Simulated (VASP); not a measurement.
Energy against volume of ZrO$_{2}$ (fluorite). Level of theory: MS2 meta-GGA, VASP's PBE PAW potentials (set 64) (plane waves; VASP).

```
V (Å³/atom)  E (eV/atom)
-----------  -----------
10.307         -11.07815
10.636         -11.10543
10.965         -11.11436
11.294         -11.10749
11.623         -11.08720
```

Q: Fit a third-order Birch-Murnaghan equation of state.

A: 
| Quantity | Result |
|---|---|
| volume per atom | 10.98 Å^3/atom |
| bulk modulus | 2540 kbar |
| pressure derivative of the bulk modulus | 4.18 |
| lattice constant a | 5.088 Å |

Measured: a 5.090 Å at 0 K (computed value off by -0.0 %), as given by Xinyuan Zhao et al., Physical review. B, Condensed matter (2002), arXiv:cond-mat/0108491 [extrapolated to 0 K from high-temperature diffraction of the cubic phase (5.27 Å at 2410 °C), as arXiv:1708.09424 says of the same reference; zero-point expansion not removed].

The compound is ZrO2 in the fluorite structure, the high-temperature cubic form, which is unstable at 0 K; the monoclinic form is the stable one. It was relaxed first.
